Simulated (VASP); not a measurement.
Method: PBEsol GGA, VASP's PBE PAW potentials (set 64) (plane waves; VASP).

A VASP calculation is set up with these files.

### KPOINTS
```
Automatic mesh
0
Gamma
7 7 7
0 0 0
```

### INCAR
```
# general
SYSTEM  = SrTiO3
PREC    = Accurate
ENCUT   = 520   # plane-wave cut-off (eV)
LREAL   = F
LASPH   = T   # aspherical one-centre terms

# electronic loop
EDIFF   = 1E-7
NELM    = 100   # most electronic steps
ALGO    = Normal   # blocked Davidson
LMAXMIX = 4

# smearing
ISMEAR  = 0
SIGMA   = 0.05

# functional
GGA     = PS   # PBEsol

# ions
ISIF    = 2   # forces and stress, cell fixed

# output
LWAVE   = F
LCHARG  = F
```

File POSCAR:
```
SrTiO3
3.9345540
  0.9999999515   0.0000000000   0.0000000000
  0.0000000000   0.9999999515   0.0000000000
  0.0000000000   0.0000000000   0.9999999515
Sr Ti O
1 1 3
Direct
  0.0000000000   0.0000000000   0.0000000000
  0.5000000000   0.5000000000   0.5000000000
  0.5000000000   0.0000000000   0.5000000000
  0.0000000000   0.5000000000   0.5000000000
  0.5000000000   0.5000000000   0.0000000000
```

POTCAR, in this order: Sr_sv Ti_sv O (PBE.64 set). Program: vasp_std.

Q: Predict the energy per atom (σ→0), pressure.

A: 
- energy per atom (σ→0) = -8.398 eV/atom
- pressure = -5.14 GPa

File OSZICAR:
```
...
DAV:  12    -0.419893402232E+02    0.15193E-03   -0.32662E-03  1200   0.633E-01    0.726E-02
DAV:  13    -0.419893334420E+02    0.67811E-05   -0.31963E-04  1496   0.165E-01    0.402E-02
DAV:  14    -0.419893348069E+02   -0.13648E-05   -0.79489E-05  1376   0.921E-02    0.190E-02
DAV:  15    -0.419893307404E+02    0.40664E-05   -0.27813E-05  1296   0.536E-02    0.455E-03
DAV:  16    -0.419893314592E+02   -0.71874E-06   -0.24554E-06  1304   0.142E-02    0.411E-03
DAV:  17    -0.419893312291E+02    0.23003E-06   -0.33807E-07   960   0.801E-03    0.157E-03
DAV:  18    -0.419893311763E+02    0.52841E-07   -0.53927E-08   600   0.259E-03
   1 F= -.41989331E+02 E0= -.41989331E+02  d E =-.188638E-18
```

The compound is SrTiO3 in the cubic perovskite structure, the ideal cubic form; the compound distorts at low or room temperature. This cell is one point of a volume scan, at 1.03 of the reference volume.
